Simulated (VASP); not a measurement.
An input for Quantum ESPRESSO's pw.x (written as the equivalent of a VASP run, and not itself run):

```
&CONTROL
  calculation = 'vc-relax'
  pseudo_dir = './pseudo'
  outdir = './out'
  tprnfor = .true.
  tstress = .true.
  nstep = 60
  forc_conv_thr = 0.00078
/
&SYSTEM
  ibrav = 0
  nat = 4
  ntyp = 2
  ecutwfc = 84
  occupations = 'smearing'
  smearing = 'methfessel-paxton'
  degauss = 0.00735
  input_dft = 'pz'
/
&ELECTRONS
  conv_thr = 7.3e-08
  electron_maxstep = 100
/
&IONS
/
&CELL
/
ATOMIC_SPECIES
  Al 26.982 Al.upf
  Pt 195.084 Pt.upf
CELL_PARAMETERS angstrom
     3.8540011    0.0000000    0.0000000
    -0.0000000    3.8540011    0.0000000
     0.0000000   -0.0000000    3.8540011
ATOMIC_POSITIONS crystal
  Al   0.0000000  0.0000000  0.0000000
  Pt   0.0000000  0.5000000  0.5000000
  Pt   0.5000000  0.0000000  0.5000000
  Pt   0.5000000  0.5000000  0.0000000
K_POINTS automatic
  7 7 7 0 0 0
```

### Question
Write the VASP files for the same calculation (LDA).

### Answer
One answer among several that fit: 
### INCAR
```
SYSTEM  =  AlPt3
PREC  =  Accurate; ENCUT  =  400; LREAL  =  .False.
LASPH  =  .True.
EDIFF  =  1E-6; NELM  =  100; ALGO  =  Normal
LMAXMIX  =  6
ISMEAR  =  1; SIGMA  =  0.1
IBRION  =  2; NSW  =  60; ISIF  =  3
EDIFFG  =  -0.02
LWAVE  =  .False.; LCHARG  =  .False.
```

**POSCAR**
```
AlPt3
1
    3.8540010769     0.0000000000     0.0000000000
   -0.0000000000     3.8540010769     0.0000000000
    0.0000000000    -0.0000000000     3.8540010769
Al Pt
1 3
Direct
  0.0000000000   0.0000000000   0.0000000000
  0.0000000000   0.5000000000   0.5000000000
  0.5000000000   0.0000000000   0.5000000000
  0.5000000000   0.5000000000   0.0000000000
```

KPOINTS:
```
Automatic mesh
0
Gamma
7 7 7
0 0 0
```

POTCAR, in this order: Al Pt (LDA.64 set). Program: vasp_std.

Limits of the translation: the potentials are each code's own (VASP's PAW set, PseudoDojo norm-conserving files in pw.x), so ENCUT and ecutwfc are chosen apart and not converted; conv_thr bounds pw.x's estimated SCF error, while EDIFF bounds the energy change between steps; forc_conv_thr acts on force components and is met together with etot_conv_thr.

The structure comes from a computed database's AlPt3 entry (Pm-3m); how it stands against other phases isn't given here. It was relaxed first. The start is the result of an earlier pass.
